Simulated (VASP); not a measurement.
Given:

```
CsPbCl3
1.0
    5.67315     0.00000     0.00000
    0.00000     5.67315     0.00000
    0.00000     0.00000     5.67315
Cs Pb Cl
1 1 3
Cartesian
  0.00000   0.00000   0.00000
  2.83657   2.83657   2.83657
  2.83657   0.00000   2.83657
  0.00000   2.83657   2.83657
  2.83657   2.83657   0.00000
```

These are PBE GGA with D4 dispersion, VASP's PBE PAW potentials (set 64) (plane waves; VASP 6.6.1) values and carry that method's errors. Numerical set-up: 520 eV cut-off, 5×5×5 Γ-centred mesh, tetrahedra with Blöchl corrections, potentials Cs_sv Pb_d Cl.

Task: Estimate the energy per atom (σ→0).

Result: 
```json
{
 "energy per atom (σ→0)": "-355.9 kJ/mol of atoms"
}
```

Total energies compare only between runs with the same potentials, cut-off and functional.

The compound is CsPbCl3 in the cubic perovskite structure, the ideal cubic form; the compound distorts at low or room temperature. It was relaxed first.
